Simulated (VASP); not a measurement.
AlAs (zinc blende), at 0.96 of the tabulated volume:

```
CELL_PARAMETERS angstrom
      0.00000     2.79175     2.79175
      2.79175     0.00000     2.79175
      2.79175     2.79175     0.00000
ATOMIC_POSITIONS crystal
  Al 0.00000 0.00000 0.00000
  As 0.25000 0.25000 0.25000
```

The lowest empty band near X, direction across the valley's axis, from mBJ (TB09) with spin-orbit coupling in VASP (PAW); its two spin partners are averaged. The gap over the points computed is 2.00 eV, and the next band on that side lies 0.75 eV away at the edge.

Numerical set-up: 400 eV cut-off, 9×9×9 Γ-centred mesh, Gaussian smearing of 0.050 eV, potentials Al As.

| distance from the edge in k (1/Å) | distance in energy (meV) |
|---|---|
| 0.018 | 4.8 |
| 0.025 | 9.2 |
| 0.035 | 18.1 |
| 0.050 | 36.9 |
| 0.070 | 72.0 |

**Question.** Fit E(1 + αE) = ħ²k²/2m* (ħ²/2m0 = 3.810 eV Å²) and predict the row at 0.095 1/Å.

**Answer.** The rows don't resolve α, so a parabola serves: the electron mass is m* = 0.259 m0, and so 132.8 meV. The run gave 131.5 meV, -1.3 meV from the fit.

Left out are points under 3 meV from the edge, since the levels carry 0.1 meV, and points farther than half the way to the next band.

The compound is AlAs in the zinc blende structure. The cell was not relaxed at this level.
